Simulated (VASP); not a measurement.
Method: PBEsol GGA, VASP's PBE PAW potentials (set 64) (plane waves; VASP).

VASP input:

**POSCAR**
```
Pd(111) slab
1
    2.7396218003     0.0000000000     0.0000000000
   -1.3698113982     2.3725826268    -0.0000000000
   -0.0000000000    -0.0000000000    26.1243485240
Pd
5
Direct
  0.6666670000   0.3333330000   0.3287500000
  0.3333330000   0.6666670000   0.4143750000
  0.0000000000   0.0000000000   0.5000000000
  0.6666670000   0.3333330000   0.5856250000
  0.3333330000   0.6666670000   0.6712500000
```

**INCAR**
```
# general
SYSTEM   =  Pd(111) slab
PREC     =  Normal
ENCUT    =  400   # plane-wave cut-off (eV)
LREAL    =  .FALSE.
LASPH    =  .TRUE.

# electronic loop
EDIFF    =  1E-5   # SCF stop (eV)
NELM     =  100
NELMIN   =  4
ALGO     =  Normal   # blocked Davidson
LMAXMIX  =  4   # l cut-off of mixed one-centre charges

# smearing
ISMEAR   =  1   # Methfessel-Paxton
SIGMA    =  0.1

# functional
GGA      =  PS   # PBEsol

# ions
IBRION   =  2   # conjugate gradients
NSW      =  50   # most ionic steps
ISIF     =  2   # forces and stress, cell fixed
EDIFFG   =  -0.03

# output
LWAVE    =  .TRUE.
LCHARG   =  .FALSE.

# other
LDIPOL   =  .TRUE.
IDIPOL   =  3
DIPOL    =  0.5 0.5 0.5
```

File KPOINTS:
```
Automatic mesh
0
Gamma
12 12 1
0 0 0
```

POTCAR, in this order: Pd (PBE.64 set). Program: vasp_std.

Q: Estimate the energy per atom (σ→0), band gap (on the k-mesh).

A: 
```json
{
 "energy per atom (σ→0)": "-5.687 eV/atom",
 "band gap (on the k-mesh)": "none (metal, semimetal or under 0.01 eV)"
}
```

### OSZICAR
```
...
DAV:   4    -0.284349974700E+02    0.11134E-05   -0.61500E-06   570   0.222E-02
   3 F= -.28434997E+02 E0= -.28432522E+02  d E =-.800885E-03
       N       E                     dE             d eps       ncg     rms          rms(c)
DAV:   1    -0.284350377584E+02   -0.39175E-04   -0.92541E-03  1140   0.473E-01    0.204E-02
DAV:   2    -0.284350719622E+02   -0.34204E-04   -0.20649E-04  1214   0.111E-01    0.526E-02
DAV:   3    -0.284350543789E+02    0.17583E-04   -0.19031E-04   940   0.120E-01    0.357E-02
DAV:   4    -0.284350497979E+02    0.45810E-05   -0.12248E-05   612   0.288E-02
   4 F= -.28435050E+02 E0= -.28432569E+02  d E =-.853213E-03
```

The cell is a thin slab with vacuum, built from Pd (fcc): (111) face.
